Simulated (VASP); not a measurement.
Consider the following.

```xyz
2
Lattice="0.0000 2.8918 2.8918 2.8918 0.0000 2.8918 2.8918 2.8918 0.0000" Properties=species:S:1:pos:R:3 pbc="T T T"
Ge     0.0000     0.0000     0.0000
Ge     1.4459     1.4459     1.4459
```

All values below come from PBE GGA, VASP's PBE PAW potentials (set 64) (plane waves; VASP 6.6.1). Numerical set-up: 480 eV cut-off, 10×10×10 Γ-centred mesh, first-order Methfessel-Paxton smearing of 0.10 eV, potentials Ge.

Question: Predict the energy per atom (σ→0), band gap (on the k-mesh) with the smallest direct gap where there is one.

Answer: 
```yaml
band gap (on the k-mesh): none (metal, semimetal or under 0.01 eV)
energy per atom (σ→0): -4.493 eV/atom
```

Total energies compare only between runs with the same potentials, cut-off and functional.

The compound is Ge in the diamond structure. It was relaxed first, which changed the volume by +7 %. The start is the result of an earlier pass.
